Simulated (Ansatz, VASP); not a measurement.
**Two plane-wave programs on NbAl2N3**

The input INCAR:

```
PREC = Accurate
ENCUT = 600
EDIFF = 1E-6
ISMEAR = 0
SIGMA = 0.15
LREAL = False
LASPH = True
NELM = 60
ALGO = Normal
ISIF = 3
LWAVE = False
LCHARG = False
GGA = PE
IBRION = 2
NSW = 36
EDIFFG = -0.08
```

The input KPOINTS:

```
Automatic mesh
0
Gamma
  4 4 2
```

Contents of POSCAR:

```
NbAl2N3
1.0
    3.1256290800      0.0000000000      0.0000000000
   -1.5628145400      2.7068741900      0.0000000000
    0.0000000000      0.0000000000      7.9142531200
Al Nb N
2 1 3
Direct
    0.3333333300      0.6666666700      0.3920000000
    0.6666666700      0.3333333300      0.6080000000
    0.0000000000      0.0000000000      0.0000000000
    0.3333333300      0.6666666700      0.1520000000
    0.6666666700      0.3333333300      0.8480000000
    0.0000000000      0.0000000000      0.5000000000
```

Input for Ansatz:

```yaml
crystal:
  lattice:
    - [3.12562908, 0.0, 0.0]
    - [-1.56281454, 2.70687419, 0.0]
    - [0.0, 0.0, 7.91425312]
  atoms:
    - { symbol: Al, position: [0.33333333, 0.66666667, 0.392] }
    - { symbol: Al, position: [0.66666667, 0.33333333, 0.608] }
    - { symbol: Nb, position: [0.0, 0.0, 0.0] }
    - { symbol: "N", position: [0.33333333, 0.66666667, 0.152] }
    - { symbol: "N", position: [0.66666667, 0.33333333, 0.848] }
    - { symbol: "N", position: [0.0, 0.0, 0.5] }
basis:
  ecutwfc: 420
kpoints:
  mp_grid: { grid: [4, 4, 2] }
hamiltonian:
  xc: pbe
scf:
  occupations: { method: gaussian, width: 0.15 }
  lower_state_search: "off"
output:
  forces: true
  stress: true
  eigenvalues: true
relax:
  adjacent_minimum: "off"
  f_tol: 0.08
  max_steps: 16
  cell: { stress_tol: 0.8 }
```

Alike in both runs: task relaxation of cell and atoms; functional PBE; k mesh 4 × 4 × 2; occupations gaussian, width 0.15 eV; no spin polarisation.

|  | VASP | Ansatz |
| --- | --- | --- |
| version | VASP 6.6.1 | Ansatz 0.2.0 |
| potentials or method | VASP PAW PBE potentials, release 64 (Al, Nb_sv, N) | scalar-relativistic, plane waves, PAW |
| plane-wave cutoff (eV) | 600 | 420 |
| valence electrons in the cell | 34 | 34 |

VASP gave:

```
gap on the k mesh at the Fermi level, each at its own relaxed structure (eV) : none
relaxed volume (Å³/atom)                                                     : 11.19
relaxed cell length with the largest relative difference (Å)                 : 3.075
energy change over the relaxation (meV/atom)                                 : -133
```

Q: Estimate Ansatz's values.

A: gap on the k mesh at the Fermi level, each at its own relaxed structure (eV): none; relaxed volume (Å³/atom): 11.22; relaxed cell length with the largest relative difference (Å): 3.082; energy change over the relaxation (meV/atom): -134.

A gap of «none» marks a metal or a gap that the smearing closes.

Caveats: the k mesh is coarse (spacing up to 0.58 Å⁻¹), so the values aren't converged.
